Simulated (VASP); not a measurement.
Energy against volume of NaI (rock salt). Level of theory: optB88-vdW, VASP's PBE PAW potentials (set 64) (plane waves; VASP). Run with 520 eV cut-off, 7×7×7 Γ-centred mesh, Gaussian smearing of 0.050 eV, potentials Na_pv I.

```tsv
V (Å³/atom)	E (eV/atom)
31.417	-0.68843
32.420	-0.69382
33.422	-0.69528
34.425	-0.69344
```

Q: Fit these four points and predict the energy of the run at 35.428 Å³/atom.

A: A cubic in V^(−2/3), the third-order Birch-Murnaghan form, passes through the four points with V0 = 33.34 Å³/atom and B0 = 18 GPa, and gives -0.6888 eV/atom there. The run gave -0.6888 eV/atom, +0.0 meV/atom from the fit; all five points give B0 = 18 GPa.

The compound is NaI in the rock salt structure. It was relaxed first.
